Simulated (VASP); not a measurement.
Method: PBE GGA, VASP's PBE PAW potentials (set 64) (plane waves; VASP).

VASP ran on this input.

File KPOINTS_OPT:
```
k-points along high-symmetry lines
8
Line-mode
Reciprocal
  0.000000   0.000000   0.000000 ! GAMMA
 -0.500000   0.000000   0.000000 ! X

  0.000000   0.000000   0.500000 ! Y
  0.000000   0.000000   0.000000 ! GAMMA

  0.000000   0.000000   0.000000 ! GAMMA
 -0.500000   0.500000   0.000000 ! Z

  0.000000   0.500000  -0.500000 ! R_2
  0.000000   0.000000   0.000000 ! GAMMA

  0.000000   0.000000   0.000000 ! GAMMA
 -0.500000   0.500000  -0.500000 ! T_2

  0.000000   0.500000   0.000000 ! U_2
  0.000000   0.000000   0.000000 ! GAMMA

  0.000000   0.000000   0.000000 ! GAMMA
 -0.500000   0.000000  -0.500000 ! V_2
```

**POSCAR**
```
Be
1
    2.2647800000     0.0000000000     0.0000000000
   -1.1323900000     1.9613570000     0.0000000000
    0.0000000000     0.0000000000     3.5741000000
Be
2
Direct
  0.3327900000   0.6698070000   0.7503390000
  0.6672100000   0.3301930000   0.2496610000
```

File KPOINTS:
```
K-points
0
gamma
13 13 8
```

**INCAR**
```
ALGO=Normal
EDIFF=1E-6
ENCUT=300
GGA=PE
ISIF=2
ISMEAR=0
LASPH=.True.
LCHARG=.False.
LREAL=.False.
LWAVE=.False.
NELM=100
PREC=Accurate
SIGMA=0.272
SYSTEM=Be
```

POTCAR, in this order: Be (PBE.64 set). Program: vasp_std.

### Question
Estimate the energy per atom (σ→0), largest force, band gap (over mesh and band path).

### Answer

* **energy per atom (σ→0)**: -3.763 eV/atom
* **band gap (over mesh and band path)**: none (metal, semimetal or under 0.01 eV)
* **largest force**: 0.058 eV/Å

OSZICAR:
```
...
DAV:   5    -0.759356223435E+01   -0.30258E-08   -0.31432E-08  9972   0.689E-04    0.120E+00
DAV:   6    -0.754753004795E+01    0.46032E-01   -0.58532E-03  9108   0.101E+00    0.732E-01
DAV:   7    -0.752902760409E+01    0.18502E-01   -0.63914E-03  9030   0.105E+00    0.274E-02
DAV:   8    -0.752900754742E+01    0.20057E-04   -0.15849E-05 11700   0.378E-02    0.929E-03
DAV:   9    -0.752900578208E+01    0.17653E-05   -0.14897E-06 10014   0.137E-02    0.250E-03
DAV:  10    -0.752900640338E+01   -0.62130E-06   -0.25323E-07  6210   0.498E-03
   1 F= -.75290064E+01 E0= -.75260979E+01  d E =-.581694E-02
       N       E                     dE             ncg
```

The structure comes from a computed database's Be entry; how it stands against other phases isn't given here. The cell was not relaxed at this level, atoms are displaced from their ideal sites.
